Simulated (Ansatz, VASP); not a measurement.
# Cross-check of SnTe between VASP and Ansatz

Aim: how closely do two programs agree when they are given the same cell, functional and k mesh? The cell is taken from a series of VASP runs on this material, whose earlier steps may have relaxed, scaled or displaced it; both programs get it as it stands.

Calculated with Ansatz 0.2.0; plane waves, with VASP 6.6.1 beside it; relaxation of cell and atoms at LDA.

### 1. The structure

The structure is cubic, space group Fm-3m (No. 225). Conventional cell: a = 6.237 Å, b = 6.237 Å, c = 6.237 Å, α = 90.00°, β = 90.00°, γ = 90.00°. Nearest to Te lie 6 Sn at 3.12 Å. Nearest to Sn lie 6 Te at 3.12 Å. Farther neighbours and most contacts between anions are not listed.

As a file:

```cif
data_structure
_symmetry_space_group_name_H-M 'P 1'
_symmetry_Int_Tables_number 1
_cell_length_a 4.4105
_cell_length_b 4.4105
_cell_length_c 4.4105
_cell_angle_alpha 60.000
_cell_angle_beta 60.000
_cell_angle_gamma 60.000
_cell_volume 60.67
loop_
_atom_site_label
_atom_site_type_symbol
_atom_site_fract_x
_atom_site_fract_y
_atom_site_fract_z
_atom_site_occupancy
Te1 Te 0.50000 0.50000 0.50000 1
Sn2 Sn 0.00000 0.00000 0.00000 1
```

### 2. VASP: relaxation of cell and atoms, LDA

The relaxed volume is the usual yardstick between codes: its relative difference is about their pressure difference at one cell divided by the bulk modulus.

Lines of VASP's logs that name or quote its potential files are left out, and so is its time.

File INCAR:

```
SYSTEM = SnTe
PREC = Accurate
ENCUT = 450
EDIFF = 1E-06
NELM = 100
ISMEAR = 0
SIGMA = 0.03
LREAL = .FALSE.
ALGO = Normal
GGA = CA
NBANDS = 16
LORBIT = 11
LWAVE = .FALSE.
LCHARG = .FALSE.
KPAR = 4
IBRION = 2
NSW = 50
ISIF = 3
EDIFFG = -0.006
```

File POSCAR:

```
SnTe
1.0
    0.0000000000      3.1187011921      3.1187011921
    3.1187011921      0.0000000000      3.1187011921
    3.1187011921      3.1187011921      0.0000000000
Te Sn
1 1
Direct
    0.5000000000      0.5000000000      0.5000000000
    0.0000000000      0.0000000000      0.0000000000
```

File KPOINTS:

```
Automatic mesh
0
Gamma
6 6 6
0 0 0
```

The projector-augmented-wave data sets are Te and Sn_d (LDA family, release 64).

Launch:

```sh
> mpirun -np 4 vasp_std
```

Numbers of over 12 decimals in the logs are rounded to 6 here.

What it wrote:

```text
[banner, memory and clock lines left out]
running    4 mpi-ranks, on    1 nodes
 distrk:  each k-point on    1 cores,    4 groups
 distr:  one band on    1 cores,    1 groups

 POSCAR found type information on POSCAR TeSn
 POSCAR found :  2 types and       2 ions
 LDA part: xc-table for (Slater(with rela. corr.)+CA(PZ))
 , standard interpolation
 POSCAR, INCAR and KPOINTS ok, starting setup
 FFT: planning ... GRIDC
 FFT: planning ... GRID_SOFT
 FFT: planning ... GRID
 WAVECAR not read
 entering main loop
       N       E                     dE             d eps       ncg     rms          rms(c)
DAV:   1     0.116527022915E+03    0.11653E+03   -0.88731E+03   520   0.132E+03
DAV:   2     0.906640911406E+00   -0.11562E+03   -0.11292E+03   576   0.332E+02
DAV:   3    -0.863352726418E+01   -0.95402E+01   -0.94502E+01   656   0.861E+01
DAV:   4    -0.888135102172E+01   -0.24782E+00   -0.24776E+00   624   0.151E+01
DAV:   5    -0.889236617393E+01   -0.11015E-01   -0.11015E-01   752   0.296E+00    0.555E+00
DAV:   7    -0.883543329605E+01    0.45674E-02   -0.42799E-02   680   0.116E+00    0.641E-01
DAV:   8    -0.883435169251E+01    0.10816E-02   -0.73891E-03   616   0.712E-01    0.162E-01
DAV:   9    -0.883439455619E+01   -0.42864E-04   -0.56210E-04   680   0.222E-01    0.640E-02
DAV:  10    -0.883437188823E+01    0.22668E-04   -0.80811E-05   680   0.850E-02    0.260E-02
DAV:  11    -0.883437263270E+01   -0.74448E-06   -0.16422E-05   664   0.350E-02    0.715E-03
DAV:  12    -0.883437230568E+01    0.32702E-06   -0.16819E-06   504   0.141E-02
   1 F= -.88343723E+01 E0= -.88343723E+01  d E =-.883437E+01
 curvature:   0.00 expect dE= 0.000E+00 dE for cont linesearch  0.000E+00
 trial: gam= 0.00000 g(F)=  0.292E-62 g(S)=  0.475E-08 ort = 0.000E+00 (trialstep = 0.100E+01)
 search vector abs. value=  0.485E-08
 reached required accuracy - stopping structural energy minimisation
```

Parts of OUTCAR (step 2):

```text
ion  position               nearest neighbor table
   1  0.500  0.500  0.500-   2 3.12   2 3.12   2 3.12   2 3.12   2 3.12   2 3.12
   2  0.000  0.000  0.000-   1 3.12   1 3.12   1 3.12   1 3.12   1 3.12   1 3.12

  LATTYP: Found a face centered cubic cell.
 ALAT       =     6.2374023842

 Subroutine GETGRP returns: Found 48 space group operations
 (whereof 48 operations were pure point group operations)

The static configuration has the point symmetry O_h .

 Found     16 irreducible k-points:

   k-points           NKPTS =     16   k-points in BZ     NKDIM =     16   number of bands    NBANDS=     16

   dimension x,y,z NGX =    32 NGY =   32 NGZ =   32
   dimension x,y,z NGXF=    64 NGYF=   64 NGZF=   64

   ENCUT  =  450.0 eV  33.07 Ry    5.75 a.u.   7.63  7.63  7.63*2*pi/ulx,y,z

   NELECT =      20.0000    total number of electrons

 k-points in reciprocal lattice and weights: Automatic mesh
   0.00000000  0.00000000  0.00000000       0.005
   0.16666667  0.00000000  0.00000000       0.037
   0.33333333  0.00000000  0.00000000       0.037
   0.50000000  0.00000000  0.00000000       0.019
   0.16666667  0.16666667  0.00000000       0.028
   0.33333333  0.16666667  0.00000000       0.111
   0.50000000  0.16666667  0.00000000       0.111
  -0.33333333  0.16666667  0.00000000       0.111
  -0.16666667  0.16666667  0.00000000       0.056
[...]
-0.33333333  0.33333333  0.16666667       0.111
  -0.33333333  0.50000000  0.16666667       0.056

 average (electrostatic) potential at core
       1 -88.3969       2-100.0654

 E-fermi :   7.1611

 k-point     1 :       0.0000    0.0000    0.0000
  band No.  band energies     occupation
    ...
      6      -5.9223      2.00000
      7       2.4551      2.00000
      8       4.9210      2.00000
      9       4.9210      2.00000
     10       4.9210      2.00000
     11      10.4765      0.00000
     12      10.4765      0.00000
     13      10.4765      0.00000
     14      11.8517      0.00000
     15      11.8517      0.00000
    ...

 k-point     2 :       0.1667    0.0000    0.0000
  band No.  band energies     occupation
    ...
      6      -5.6798      2.00000
      7       1.2543      2.00000
      8       4.9667      2.00000
      9       4.9667      2.00000
     10       5.7200      2.00000
     11       9.4049      0.00000
     12       9.4049      0.00000
     13       9.4575      0.00000
     14      11.8171      0.00000
     15      12.4209      0.00000
    ...

 k-point     3 :       0.3333    0.0000    0.0000
  band No.  band energies     occupation
    ...
      6      -5.0429      2.00000
      7      -0.5148      2.00000
      8       5.1329      2.00000
      9       5.1329      2.00000
     10       6.5158      2.00000
     11       8.0208      0.00000
     12       8.0208      0.00000
     13       8.1113      0.00000
     14      12.9651      0.00000
     15      13.9679      0.00000
    ...

  Total        0.0002563      0.0002563      0.0002563     -0.0000000     -0.0000000     -0.0000000
  in kB        0.0067680      0.0067680      0.0067680     -0.0000000     -0.0000000     -0.0000000
  external PRESSURE =       0.0067680 kB  Pullay stress =       0.0000000 kB

  energy-cutoff  :      450.00
  volume of cell :       60.67
      direct lattice vectors                 reciprocal lattice vectors
     0.000000000  3.118701192  3.118701192    -0.160323150  0.160323150  0.160323150
     3.118701192  0.000000000  3.118701192     0.160323150 -0.160323150  0.160323150
     3.118701192  3.118701192  0.000000000     0.160323150  0.160323150 -0.160323150

 POSITION                                       TOTAL-FORCE (eV/Angst)
 -----------------------------------------------------------------------------------
      3.11870      3.11870      3.11870        -0.000000     -0.000000      0.000000
      0.00000      0.00000      0.00000         0.000000      0.000000     -0.000000
 -----------------------------------------------------------------------------------
    total drift:                                0.000000     -0.000000     -0.000000

  FREE ENERGIE OF THE ION-ELECTRON SYSTEM (eV)
  ---------------------------------------------------
  free  energy   TOTEN  =        -8.8343723057 eV

  energy  without entropy=       -8.8343723017  energy(sigma->0) =       -8.83437230

 reached required accuracy - stopping structural energy minimisation

 total charge
# of ion       s       p       d       tot
------------------------------------------
    1        1.399   1.967   0.035   3.401
    2        1.365   0.783   9.987  12.135
--------------------------------------------------
tot          2.764   2.750  10.021  15.536

[... 3 further parts left out ...]
```

### 3. Ansatz: relaxation of cell and atoms, LDA

Ansatz runs on its default PAW (the set named soft_2) files.

The same cell, functional (in two slightly different forms), mesh and smearing now go to Ansatz, which takes its cutoff from its data sets.

File input.yaml:

```yaml
crystal:
  lattice:
    - [0.0, 3.1187011921, 3.1187011921]
    - [3.1187011921, 0.0, 3.1187011921]
    - [3.1187011921, 3.1187011921, 0.0]
  atoms:
    - { symbol: Te, position: [0.5, 0.5, 0.5] }
    - { symbol: Sn, position: [0.0, 0.0, 0.0] }
hamiltonian:
  xc: lda
  pseudopotentials: { kind: paw }
kpoints:
  mp_grid: { grid: [6, 6, 6] }
scf:
  occupations: { method: gaussian, width: 0.03 }
relax:
  f_tol: 0.01
  max_steps: 60
  cell: { stress_tol: 0.05 }
output:
  forces: true
  stress: true
  write_density: true
  write_potential: true
  elf: true
  volumetric_format: npy
```

Launch:

```sh
> ansatz run input.yaml --threads 4 --pin off --max-ram 9216MiB --backend cpu --events-out ev --progress --plain --runs-dir out
```

What it wrote:

```text
Engine: ansatz 0.2.0, aarch64-unknown-linux-gnu
Pseudopotentials: kind: paw
Pseudopotential: Te, paw, valence charge 16, recommended cutoff 420 eV (normal), Te.paw.azcp
Pseudopotential: Sn, paw, valence charge 14, recommended cutoff 420 eV (normal), Sn.paw.azcp
Functional definition: SPW92
  exchange = slater_x
  correlation = pw_c
Crystal: 2 atoms, lattice volume = 60.667 Å³
Basis set: ecut = 420 eV, 1243 PW (Γ)
Bands: 19, of which v1, the nominal top of the filled ones, is band 15 counted from 1 (14 counted from 0)
Symmetry: 48 space group operations
Space group: Fm-3m (ITA 225), of the structure as read, at distance tolerance 3.9e-5 Å
k-points: 16 of 216
Non-local potential: Te, projectors of the file, l = 0: 2, l = 1: 2, l = 2: 2, l = 3: 2
Non-local potential: Sn, projectors of the file, l = 0: 2, l = 1: 2, l = 2: 2, l = 3: 2
PAW form: soft (Blöchl's): semilocal exchange-correlation on the pseudo side does not see the compensation charge
PAW frozen core: Te, regenerated for the run's functional, and the local potential with it (the file was generated under x = pbe(κ = 0.804, μ = 0.219515), c = pbe(β = 0.066725))
PAW frozen core: Sn, regenerated for the run's functional, and the local potential with it (the file was generated under x = pbe(κ = 0.804, μ = 0.219515), c = pbe(β = 0.066725))
PAW one-centre angular grid: Te, 590 points (default); XC on 64 Gauss nodes
PAW one-centre angular grid: Sn, 590 points (default); XC on 64 Gauss nodes
Initial density: superposition of atomic densities (neutral atoms: chi_scale 0, normalization atom), corrected by the library's trained network
Initial wavefunctions: pseudopotential atomic-orbital guess
Functional: x = slater, c = lda
SCF iter   1: F=—  HF=-12707.284228 eV  |F-HF|=—  |Δ(HF+E_count)|=         —  Δρ=5.53e-3  dr2=7.61e-3  ethr=1.77e-3  ⟨swp⟩=6.9  Hψ=1637  notcnv=0
preconditioner: auto → none  [insulator: Δε(μ)=0.195 eV  Ē_g=8.812 eV  σ=0.030 eV  W_gap=1.00  n_scr=14 (ndim 8)  ℏωp=15.1 eV  f_vac=0.007  D(μ)=0.00/eV (n_scr^D=0)  ε∞_Penn≈3.9]
SCF iter   2: F=—  HF=-12707.279139 eV  |F-HF|=—  |Δ(HF+E_count)|=   5.09e-3  Δρ=2.07e-3  dr2=1.07e-3  ethr=2.54e-5  ⟨swp⟩=2.0  Hψ=656  notcnv=0
SCF iter   3: F=—  HF=-12707.278839 eV  |F-HF|=—  |Δ(HF+E_count)|=   3.00e-4  Δρ=2.96e-4  dr2=3.24e-5  ethr=3.56e-6  ⟨swp⟩=2.1  Hψ=532  notcnv=0
SCF iter   4: F=—  HF=-12707.278837 eV  |F-HF|=—  |Δ(HF+E_count)|=   2.52e-6  Δρ=4.98e-5  dr2=1.83e-6  ethr=1.08e-7  ⟨swp⟩=3.0  Hψ=498  notcnv=0
iter 5 did not close the SCF: its close was put off for the readings that it lacked (scf_convergence_deferred on its scf_iter line)
SCF iter   5: F=-12707.278836 eV  HF=-12707.278836 eV  |F-HF|=2.41e-8  |Δ(HF+E_count)|=   6.17e-7  Δρ=1.03e-5  dr2=6.88e-8  ethr=6.09e-9  ⟨swp⟩=2.0  Hψ=544  notcnv=0
SCF iter   6: F=-12707.278836 eV  HF=-12707.278836 eV  |F-HF|=3.35e-10  |Δ(HF+E_count)|=   6.24e-9  Δρ=1.11e-6  dr2=2.57e-10  ethr=2.29e-10  ⟨swp⟩=6.7  Hψ=1784  notcnv=0
SCF 1 converged in 6 iterations: F = -12707.278836 eV  dr2 = 2.57e-10
  greatest PAW one-centre occupation: 0.999 electrons in one spin orbital (limit 2), on the Te atom at site 0 (counted from 0), in its partial waves of l = 2
relax step   1: F+E_penalty+E_count = -12707.27883608 eV  Δ(F+E_penalty+E_count) = +0.000e0 eV  max|allowed force component| = 1.210e-29 eV/Å  Δτ_max = 0.0000 Å  P = -0.091 GPa  Ω = 60.667 Å³  (6 SCF iters, dr2 threshold 1.00e-7 eV, accepted)
[...]
relax step   2: F+E_penalty+E_count = -12707.27889168 eV  Δ(F+E_penalty+E_count) = -5.561e-5 eV  max|allowed force component| = 6.985e-30 eV/Å  Δτ_max = 0.0000 Å  P = +0.046 GPa  Ω = 60.508 Å³  energy of the carried Pulay correction = +3.323e-5 eV  (6 SCF iters, accepted)
[...]
relax step   3: F+E_penalty+E_count = -12707.27887298 eV  Δ(F+E_penalty+E_count) = +1.870e-5 eV  max|allowed force component| = 1.078e-29 eV/Å  Δτ_max = 0.0000 Å  P = +0.046 GPa  Ω = 60.508 Å³  stress off target by 4.62e-2 GPa  SCF on the basis re-selected at this cell (its energy is not comparable with the rows above)  (7 SCF iters)
basis re-selected at this cell: Δ(F+E_penalty+E_count) = +1.870e-5 eV, ΔP = +0.000 GPa vs the last step (what re-selecting the basis moved, of the pressure what is left beyond the Pulay correction that the steps carried, after the strain that the cell walked since its last selection, with what the two solves' SCF thresholds leave and, on support functions, any second-order correction that the steps lacked; it is no m [...]
SCF converged after 7 iterations
Free energy (F): -12707.278873 eV
Harris-Foulkes:  -12707.278873 eV  (|F-HF|=3.64e-12)
Internal energy: -12707.278873 eV  (E = F + TS)
E sigma→0 (E₀):  -12707.278873 eV
Fermi energy:    9.883855 eV
--- Per-component energies (eV) ---
  E_band       = -348.368849
  E_kinetic    = 369.305381
  E_local      = -2113.590775  (includes V_loc(G=0)·N_el)
  E_nonlocal   = -333.092531
  E_hartree    = 1333.388438
  E_xc         = -504.171020
  E_vxc        = -204.853327  (∫ρ·V_xc dr)
  E_paw        = -8501.987692  (= ΣΔE_a)
  E_vpaw       = -732.914269  (= ΣTr[D̂ρ^β])
  E_aug_tail   = -0.000204  (compensation charges beyond the density's cutoff)
  E_ewald      = -2958.234029
  E_core_change = 1.103559  (= ΣΔE_core)
  E_smearing   = -0.000000  (= −TS)
  E_closure    = 0.000000  (closes the sum)
  Σ components = -12707.278873   (vs F -12707.278873, Δ=0.00e0)
--- Forces (eV/Å), atoms counted from 1 ---
  atom   1  Te     0.00000000    -0.00000000     0.00000000
  atom   2  Sn    -0.00000000    -0.00000000     0.00000000
  max |Σ_I F_I| component: 1.84e-29 eV/Å
--- Stress (GPa, compression-positive) ---
        0.046178      -0.000000      -0.000000
       -0.000000       0.046178      -0.000000
       -0.000000      -0.000000       0.046178
  P = ⅓ Tr σ = 0.0462 GPa (0.462 kbar)
--- Band table (eV; the first three rows and the last of 16) ---
  k-point 0: bands = [... 11 lower, 5.1389, 7.6511, 7.6511, 7.6511, 13.2167, 13.2167, 13.2167, 14.6376]
  k-point 1: bands = [... 11 lower, 3.9493, 7.6968, 7.6968, 8.4403, 12.1496, 12.1496, 12.1935, 14.5830]
  k-point 2: bands = [... 11 lower, 2.1870, 7.8632, 7.8632, 9.2354, 10.7628, 10.7628, 10.8392, 15.7258]
  k-point 15: bands = [... 11 lower, 2.4767, 4.4278, 5.3412, 7.9125, 11.9866, 13.2599, 15.3472, 15.5510]
--- Relaxed structure (2 steps of the walk, 2 accepted, 1 SCFs on fresh bases) ---
  F+E_penalty+E_count = -12707.27887298 eV   max|allowed force component| = 1.078e-29 eV/Å   (the final SCF, on the basis selected at the relaxed cell)
  cell:  # Å, volume = 60.5078 Å³
    - [0, 3.115975, 3.115975]
    - [3.115975, 0, 3.115975]
    - [3.115975, 3.115975, 0]
  atoms:
    - { symbol: Te, position: [0.5, 0.5, 0.5] }
    - { symbol: Sn, position: [0, 0, 0] }
```

Wall time 1.6 s (4 threads of Arm Neoverse V2, shared host); peak memory 0.34 GiB; 4.3 s of CPU time.

### 4. Side by side

Known differences besides the potentials themselves: the two LDA forms differ slightly; both relaxations stop at a tolerance, which leaves soft axes loose, and VASP keeps its plane-wave basis; the data sets hold 30 valence electrons in Ansatz (default PAW (the set named soft_2) files) and 20 in VASP; the cutoff is 420 eV in Ansatz and 450 eV in VASP; VASP's log shows a relativistic correction to its local exchange, Ansatz's none; Ansatz adds a Pulay correction to the stress that steers its cell, VASP none. Total energies have different zeros and are not compared.

Both answers:

| quantity | Ansatz | VASP | difference |
| --- | --- | --- | --- |
| volume (Å³) | 60.51 | 60.67 | -0.26 % |
| edge a after relaxation, in the typed setting (Å) | 4.407 | 4.410 | -0.09 % |

The walks stopped with 0.05 GPa left in Ansatz and 0.00 GPa in VASP; each walk ends within a tolerance, so the volume difference is uncertain by about these residues over the bulk modulus, most in soft cells.

### 5. What came out

```
difference in volume (relaxation of cell and atoms, LDA) : -0.26 %
```

In words: The difference in volume is -0.26 % (relaxation of cell and atoms, LDA), within the 1.2 % picked in this series as the mark of a large difference, as far as the stopping tolerances let one tell. 1 further run of this series is not shown here. How closely two codes agree says nothing of how well the functional describes the real material.

[Lines on the potential files, build, host, timing and source positions are cut from VASP's logs without a mark.]

[Logs are printed without paths, hosts, clocks, repeated set-up lines and the standing remarks that a program may print on its own settings, such as how far it seeks lower states.]

[Hosts, paths, dates, database ids (printed as entryN), source tags and the programs' standing remarks are cut or masked in the printed files.]
